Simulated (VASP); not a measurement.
Shape and ions are relaxed at each volume.

```cif
data_O4Sn2
_chemical_formula_sum 'Sn2 O4'
_space_group_name_H-M_alt 'P 1'
_space_group_IT_number 1
_cell_length_a 4.75395
_cell_length_b 4.75395
_cell_length_c 3.20818
_cell_angle_alpha 90.000
_cell_angle_beta 90.000
_cell_angle_gamma 90.000
loop_
_space_group_symop_operation_xyz
  'x, y, z'
loop_
_atom_site_label
_atom_site_type_symbol
_atom_site_fract_x
_atom_site_fract_y
_atom_site_fract_z
_atom_site_occupancy
Sn1 Sn 0.00000 0.00000 0.00000 1
Sn2 Sn 0.50000 0.50000 0.50000 1
O1 O 0.30568 0.30568 0.00000 1
O2 O 0.80568 0.19432 0.50000 1
O3 O 0.19432 0.80568 0.50000 1
O4 O 0.69432 0.69432 0.00000 1
```

Level of theory: r2SCAN+rVV10, VASP's PBE PAW potentials (set 64) (plane waves; VASP). Numerical set-up: 520 eV cut-off, 5×5×7 Γ-centred mesh, Gaussian smearing of 0.050 eV, potentials Sn_d O.

Question: Give the energy at these volumes per atom, relative to the lowest: 11.34, 11.70, 12.06, 12.43, 12.79 Å³.

Answer: 33.7, 8.3, 0.0, 5.9, 23.5 meV/atom. A third-order Birch-Murnaghan fit gives B0 = 207 GPa and B0′ = 5.1.

The compound is SnO2 in the rutile structure. It was relaxed first.
